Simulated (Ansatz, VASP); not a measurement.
# Ge (Germanium) in two plane-wave programs, part 2 of 2

Aim: how closely do two programs agree when they are given the same cell, functional and k mesh? The cell is taken from a series of runs on this material, whose earlier steps may have relaxed, scaled, displaced or heated it; both programs get it as it stands.

VASP 6.6.1 and Ansatz 0.2.0.

So far: The starting structure; VASP: zone-centre phonons, LDA.

## 2. VASP: zone-centre phonons, LDA (continued)

Level of this step: LDA; plane waves and PAW (Ge_d) (VASP).

Numbers of over 12 decimals in the logs are rounded to 6 here.

OUTCAR, selected parts (step 2):

```text
ion  position               nearest neighbor table
   1  0.503  0.503  0.497-   2 2.44   2 2.44   2 2.47   2 2.47
   2  0.747  0.747  0.753-   1 2.44   1 2.44   1 2.47   1 2.47

  LATTYP: Found a body centered orthorhombic cell.
 ALAT       =     3.9736717825
 B/A-ratio  =     1.0403451140
 C/A-ratio  =     1.3926420219

 Subroutine GETGRP returns: Found  4 space group operations
 (whereof  2 operations were pure point group operations)

The static configuration has the point symmetry C_1h.
 The point group associated with its full space group is C_2h.

   k-points           NKPTS =   1728   k-points in BZ     NKDIM =   1728   number of bands    NBANDS=     20

   dimension x,y,z NGX =    30 NGY =   30 NGZ =   30
   dimension x,y,z NGXF=    60 NGYF=   60 NGZF=   60

   ENCUT  =  500.0 eV  36.75 Ry    6.06 a.u.   7.26  7.26  7.54*2*pi/ulx,y,z

   NELECT =      28.0000    total number of electrons

 k-points in reciprocal lattice and weights: Points of the shifted mesh
   0.04166667  0.04166667  0.04166667       0.001
   0.04166667  0.04166667  0.12500000       0.001
   0.04166667  0.04166667  0.20833333       0.001
   0.04166667  0.04166667  0.29166667       0.001
   0.04166667  0.04166667  0.37500000       0.001
   0.04166667  0.04166667  0.45833333       0.001
   0.04166667  0.04166667  0.54166667       0.001
   0.04166667  0.04166667  0.62500000       0.001
   0.04166667  0.04166667  0.70833333       0.001
[...]
0.95833333  0.95833333  0.87500000       0.001
   0.95833333  0.95833333  0.95833333       0.001

 average (electrostatic) potential at core
       1 -75.4425       2 -75.4425

  Total       -0.6431462     -0.6431462      0.0195847     -0.6655632     -0.0038276     -0.0038277
  in kB      -22.6703054    -22.6703054      0.6903437    -23.4604851     -0.1349208     -0.1349214
  external PRESSURE =     -14.8834224 kB  Pullay stress =       0.0000000 kB

  energy-cutoff  :      500.00
  volume of cell :       45.45
      direct lattice vectors                 reciprocal lattice vectors
     0.056681058  2.866491321  2.766951153    -0.177947958  0.177947958  0.180704310
     2.866491321  0.056681058  2.766951153     0.177947958 -0.177947958  0.180704310
     2.923172379  2.923172379  0.000000000     0.171047046  0.171047046 -0.180704310

 POSITION                                       TOTAL-FORCE (eV/Angst)
 -----------------------------------------------------------------------------------
      2.92296      2.92296      2.78117         0.000188      0.000188      0.003111
      4.38498      4.38498      4.13621        -0.000188     -0.000188     -0.003111
 -----------------------------------------------------------------------------------
    total drift:                                0.000000      0.000000     -0.000000

 Eigenvectors and eigenvalues of the dynamical matrix
 ----------------------------------------------------

   1 f  =    8.797134 THz    55.274025 2PiTHz  293.440813 cm-1    36.382008 meV
             X         Y         Z           dx          dy          dz
      2.922956  2.922956  2.781171     0.500000   -0.500000    0.000000
      4.384975  4.384975  4.136206    -0.500000    0.500000   -0.000000

   2 f  =    8.521619 THz    53.542912 2PiTHz  284.250618 cm-1    35.242569 meV
             X         Y         Z           dx          dy          dz
      2.922956  2.922956  2.781171    -0.003251   -0.003251    0.707092
      4.384975  4.384975  4.136206     0.003251    0.003251   -0.707092

   3 f  =    8.386780 THz    52.695694 2PiTHz  279.752873 cm-1    34.684920 meV
             X         Y         Z           dx          dy          dz
      2.922956  2.922956  2.781171    -0.499989   -0.499989   -0.004598
      4.384975  4.384975  4.136206     0.499989    0.499989    0.004598

   4 f  =    0.000000 THz     0.000001 2PiTHz    0.000005 cm-1     0.000001 meV
             X         Y         Z           dx          dy          dz
      2.922956  2.922956  2.781171    -0.005321   -0.389856   -0.589902
      4.384975  4.384975  4.136206    -0.005321   -0.389856   -0.589902

   5 f  =    0.000000 THz     0.000001 2PiTHz    0.000004 cm-1     0.000000 meV
             X         Y         Z           dx          dy          dz
      2.922956  2.922956  2.781171    -0.012603   -0.589773    0.389884
      4.384975  4.384975  4.136206    -0.012603   -0.589773    0.389884

   6 f/i=    0.000000 THz     0.000001 2PiTHz    0.000003 cm-1     0.000000 meV
             X         Y         Z           dx          dy          dz
      2.922956  2.922956  2.781171     0.706974   -0.013448    0.002511
      4.384975  4.384975  4.136206     0.706974   -0.013448    0.002511

 ELASTIC MODULI CONTR FROM IONIC RELAXATION (kBar)
 Direction    XX          YY          ZZ          XY          YZ          ZX
 --------------------------------------------------------------------------------
 XX          -0.8040     -0.7894     -2.2476     13.7474      0.6645      1.0063
 YY          -0.7894     -0.8040     -2.2476     13.4296     -1.0916      3.0788
 ZZ          -2.2476     -2.2476     -6.3765     38.6610     -2.4592      4.3089
 XY          13.7474     13.4296     38.6610   -238.2098      1.5309      1.0780
 YZ           0.6645     -1.0916     -2.4592      1.5309   -203.0639     49.2671
 ZX           1.0063      3.0788      4.3089      1.0780     49.2671   -212.1580
 --------------------------------------------------------------------------------
```

## 3. Ansatz: zone-centre phonons, LDA

Ansatz runs on its PAW soft_1 files.

The same cell, functional (in two slightly different forms), mesh and smearing now go to Ansatz, which takes its cutoff from its data sets.

input.yaml reads:

```yaml
crystal:
  lattice:
    - [0.0566810578, 2.8664913214, 2.7669511528]
    - [2.8664913214, 0.0566810578, 2.7669511528]
    - [2.9231723791, 2.9231723791, 0.0]
  atoms:
    - { symbol: Ge, position: [0.5025696734, 0.5025696734, 0.4973561345] }
    - { symbol: Ge, position: [0.7474303266, 0.7474303266, 0.7526438655] }
kpoints:
  mp_grid: { grid: [12, 12, 12], shift: [0.5, 0.5, 0.5] }
hamiltonian:
  xc: lda
  pseudopotentials: { kind: paw, azcp: { folder: soft_1 }, xc_functional: pbe }
scf:
  occupations: { method: gaussian, width: 0.015 }
output:
  eigenvalues: true
phonons:
  method: dfpt
```

Started as:

```
$ ansatz run input.yaml --threads 4 --pin off --max-ram 10240MiB --backend cpu --events-out ev --progress --plain --runs-dir out
```

The program printed:

```text
Engine: ansatz 0.2.0, x86_64-unknown-linux-gnu
Pseudopotentials: kind: paw
Pseudopotential: Ge, paw, valence charge 14, recommended cutoff 420 eV (normal), soft_1/Ge.paw.azcp
Functional definition: SPW92
  exchange = slater_x
  correlation = pw_c
Crystal: 2 atoms, lattice volume = 45.453 Å³
Basis set: ecut = 420 eV, 897 PW (Γ), exchange–correlation on 64×64×64 points (8 copies of the dense FFT grid, shifted against one another)
Bands: 18, of which v1, the nominal top of the filled ones, is band 14 counted from 1 (13 counted from 0)
Symmetry: 4 space group operations
k-points: 864 of 1728 (irreducible under 1 space group operation, time reversal used)
Non-local potential: Ge, projectors of the file, l = 0: 2, l = 1: 2, l = 2: 3, l = 3: 1
PAW form: soft (Blöchl's): semilocal exchange-correlation on the pseudo side does not see the compensation charge
PAW frozen core: Ge, regenerated for the run's functional, and the local potential with it (the file was generated under x = pbe(κ = 0.804, μ = 0.219515), c = pbe(β = 0.066725))
PAW one-centre angular grid: Ge, 590 points (default); XC on 64 Gauss nodes
Initial density: superposition of atomic densities (chi_scale 0.1, normalization cell)
Initial wavefunctions: pseudopotential atomic-orbital guess
Functional: x = slater, c = lda
SCF iter   1: F=—  HF=-8431.560309 eV  |F-HF|=—  |Δ(HF+E_count)|=         —  Δρ=3.42e-2  dr2=4.91e-1  ethr=3.10e-3  ⟨swp⟩=6.0  Hψ=72339  notcnv=0
preconditioner: auto → none  [insulator: Δε(μ)=0.210 eV  Ē_g=23.376 eV  σ=0.015 eV  W_gap=1.00  n_scr=14 (ndim 8)  ℏωp=29.1 eV  f_vac=0.000  D(μ)=0.00/eV (n_scr^D=0)  ε∞_Penn≈2.6]
SCF iter   2: F=—  HF=-8431.443008 eV  |F-HF|=—  |Δ(HF+E_count)|=   1.17e-1  Δρ=1.57e-2  dr2=8.07e-2  ethr=1.75e-3  ⟨swp⟩=2.0  Hψ=25909  notcnv=0
SCF iter   3: F=—  HF=-8431.428449 eV  |F-HF|=—  |Δ(HF+E_count)|=   1.46e-2  Δρ=2.19e-3  dr2=5.77e-4  ethr=2.88e-4  ⟨swp⟩=2.0  Hψ=22526  notcnv=0
SCF iter   4: F=—  HF=-8431.428574 eV  |F-HF|=—  |Δ(HF+E_count)|=   1.25e-4  Δρ=3.81e-4  dr2=6.05e-5  ethr=2.06e-6  ⟨swp⟩=2.0  Hψ=30862  notcnv=0
SCF iter   5: F=—  HF=-8431.428423 eV  |F-HF|=—  |Δ(HF+E_count)|=   1.52e-4  Δρ=7.04e-5  dr2=1.68e-6  ethr=2.16e-7  ⟨swp⟩=2.0  Hψ=28301  notcnv=0
SCF iter   6: F=—  HF=-8431.428422 eV  |F-HF|=—  |Δ(HF+E_count)|=   1.02e-6  Δρ=2.06e-5  dr2=1.45e-7  ethr=5.98e-9  ⟨swp⟩=2.0  Hψ=27633  notcnv=0
SCF iter   7: F=—  HF=-8431.428422 eV  |F-HF|=—  |Δ(HF+E_count)|=   4.92e-8  Δρ=4.37e-6  dr2=4.18e-9  ethr=5.17e-10  ⟨swp⟩=2.1  Hψ=19221  notcnv=0
SCF iter   8: F=—  HF=-8431.428422 eV  |F-HF|=—  |Δ(HF+E_count)|=   3.83e-9  Δρ=3.16e-7  dr2=1.93e-11  ethr=1.49e-11  ⟨swp⟩=2.0  Hψ=26031  notcnv=0
SCF iter   9: F=-8431.428422 eV  HF=-8431.428422 eV  |F-HF|=0.00e0  |Δ(HF+E_count)|=  7.28e-12  Δρ=5.76e-8  dr2=9.18e-13  ethr=1.00e-12  ⟨swp⟩=5.1  Hψ=67067  notcnv=0
SCF 1 converged in 9 iterations: F = -8431.428422 eV  dr2 = 9.18e-13
  greatest PAW one-centre occupation: 0.998 electrons in one spin orbital (limit 2), on the Ge atom at site 1 (counted from 0), in its partial waves of l = 2
DFPT response loops at Γ: preconditioner auto → Kerker (q_TF=auto, 2.517 Å⁻¹) (partly filled bands, converged f_vac=0.062); β = 1.00, the filter's whole step (`scf.mixing.beta` (0.50) is not read by the response loops under this deck's `scf.mixing.preconditioner`; to damp them name `kerker` or `kerker_dos`, under which they read `scf.mixing.beta`, and type it under 1.00, their step now; both keys bind the ground state too); Broyden in place of MSR1
SCF converged after 9 iterations
Free energy (F): -8431.428422 eV
Harris-Foulkes:  -8431.428422 eV  (|F-HF|=0.00e0)
Internal energy: -8431.428419 eV  (E = F + TS)
E sigma→0 (E₀):  -8431.428420 eV
Entropy (-TS):   -0.000002 eV (-0.001 meV/atom)
Fermi energy:    8.218450 eV
--- Per-component energies (eV) ---
  E_band       = -312.465431
  E_kinetic    = 186.489652
  E_local      = -4515.790500  (includes V_loc(G=0)·N_el)
  E_nonlocal   = 441.725732
  E_hartree    = 2148.324081
  E_xc         = -142.872329
  E_vxc        = -131.304675  (∫ρ·V_xc dr)
  E_paw        = -3868.819138  (= ΣΔE_a)
  E_vpaw       = -590.233899  (= ΣTr[D̂ρ^β])
  E_aug_tail   = 0.000034  (compensation charges beyond the density's cutoff)
  E_ewald      = -2684.302604
  E_core_change = 3.816653  (= ΣΔE_core)
  E_smearing   = -0.000002  (= −TS)
  E_closure    = -0.000000  (closes the sum)
  Σ components = -8431.428422   (vs F -8431.428422, Δ=0.00e0)
--- Band table (eV; the first three rows and the last of 864) ---
  k-point 0: bands = [... 10 lower, -4.5829, 7.2132, 8.1665, 8.1962, 8.6454, 10.6717, 10.6994, 11.0207]
  k-point 1: bands = [... 10 lower, -4.4779, 6.0308, 7.7272, 8.1055, 9.3742, 11.0455, 11.1324, 11.1639]
  k-point 2: bands = [... 10 lower, -4.2137, 4.5376, 7.2753, 7.7747, 9.3993, 11.5045, 11.5896, 12.3652]
  k-point 863: bands = [... 10 lower, -2.4229, 0.5817, 6.2835, 6.7855, 8.2435, 11.6400, 12.0787, 15.1584]
--- Phonons (Γ-DFPT): 2 representative perturbations + reference, on 864 of 1728 k-points (Σ response iterations 6) ---
  k mesh reduced under 1 symmetry operation, with k and −k counted as one. Each operation leaves every solved perturbation unchanged. A smaller set is not used because it would not reduce the number of displacements times k-points to solve
  ASR residual: 1.232e-5 → 0.000e0 eV/Å²; symmetrization residual: 1.984e-6 eV/Å²
  ASR residual per site (eV/Å²): 1.23e-5 1.23e-5
  Γ frequencies (cm⁻¹): 0.00 0.00 0.00 279.00 282.30 291.36
  non-analytic LO–TO correction: not included (Born effective charges unavailable; polar crystals: no LO–TO splitting at Γ)
```

Reading the cycles: dr2 is the Hartree energy of the density residual (eV), the measure of convergence; HF is the Harris–Foulkes estimate of the energy, which meets the free energy F at convergence.

## 4. Differences

Known differences besides the potentials themselves: the two LDA forms differ slightly; the cutoff is 420 eV in Ansatz and 500 eV in VASP; VASP's log shows a relativistic correction to its local exchange, Ansatz's none. Total energies have different zeros and are not compared.

Both answers:

```csv
quantity,Ansatz,VASP,difference
optical mode 1 (cm⁻¹),279.0,279.8,-0.27 %
optical mode 2 (cm⁻¹),282.3,284.3,-0.69 %
optical mode 3 (cm⁻¹),291.4,293.4,-0.71 %
```

Modes are paired by rising frequency, not by their patterns, so a pair may set unlike modes beside each other; they are those without the splitting of longitudinal modes.

## 5. What came out

```json
{"r.m.s. difference of the optical zone-centre modes, each program's sorted by frequency (zone-centre phonons, LDA)": "1.7 cm⁻¹", "difference in optical mode 3 (zone-centre phonons, LDA)": "-0.7 %"}
```

The r.m.s. difference of the optical zone-centre modes, each program's sorted by frequency is 1.7 cm⁻¹ (zone-centre phonons, LDA). Among the rows given in per cent, the largest difference of the zone-centre phonons, LDA pair is in optical mode 3, -0.7 %. Such differences can come from data sets, numerical settings and the points named under the comparisons, not from the functional's error against experiment.

[Lines on the potential files, build, host, timing and source positions are cut from VASP's logs without a mark.]

[Logs are printed without paths, hosts, clocks, repeated set-up lines and the standing remarks that a program may print on its own settings, such as how far it seeks lower states.]

[Hosts, paths, dates, database ids (printed as entryN), source tags and the programs' standing remarks are cut or masked in the printed files.]
